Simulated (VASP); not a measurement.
Given:

```
LiH
1.0
    0.00000     2.14019     2.14019
    2.14019     0.00000     2.14019
    2.14019     2.14019     0.00000
Li H
1 1
Direct
  0.00000   0.00000   0.00000
  0.25000   0.25000   0.25000
```

Method: r2SCAN meta-GGA, VASP's PBE PAW potentials (set 64) (plane waves; VASP). Numerical set-up: 520 eV cut-off, 12×12×12 Γ-centred mesh, tetrahedra with Blöchl corrections, potentials Li_sv H.

**Question.** Give the energies of bands 2 to 4 at the high-symmetry points, in eV from the valence-band maximum.

**Answer.** 
```json
[
 {"band": "2", "Γ": "-3.70", "X": "-0.33", "U": "-0.16", "L": "-1.07", "W": "0.00"},
 {"band": "3", "Γ": "14.18", "X": "7.86", "U": "6.23", "L": "4.80", "W": "7.06"},
 {"band": "4", "Γ": "18.94", "X": "10.80", "U": "9.24", "L": "16.29", "W": "7.48"}
]
```

The gap is indirect, 4.80 eV, from the valence maximum at W to the conduction minimum at L.

The structure was generated: LiH was put into the zinc blende type (F-43m), which need not be its known phase. It was relaxed first, which changed the volume by +58 %.
